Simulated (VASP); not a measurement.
Here is the system:

```
CELL_PARAMETERS angstrom
      1.50994     0.87177     5.37805
     -1.50994     0.87177     5.37805
      0.00000    -1.74353     5.37805
ATOMIC_POSITIONS crystal
  Mg 0.50000 0.50000 0.50000
  Hf 0.00000 0.00000 0.00000
```

The numbers are results of PBEsol GGA, VASP's PBE PAW potentials (set 64) (plane waves; VASP 6.6.1), not measurements. Settings: 400 eV cut-off, Gaussian smearing of 0.050 eV, potentials Mg Hf_pv.

Unless said otherwise, spin-orbit coupling is left out, though it shifts the bands of the heavy elements here.

Task: Predict the band gap (along the path) with the smallest direct gap where there is one.

Result: 
```yaml
band gap (along the path): none (metal, semimetal or under 0.01 eV)
```

The structure comes from a computed database's HfMg entry (R-3m); how it stands against other phases isn't given here. It was relaxed first.
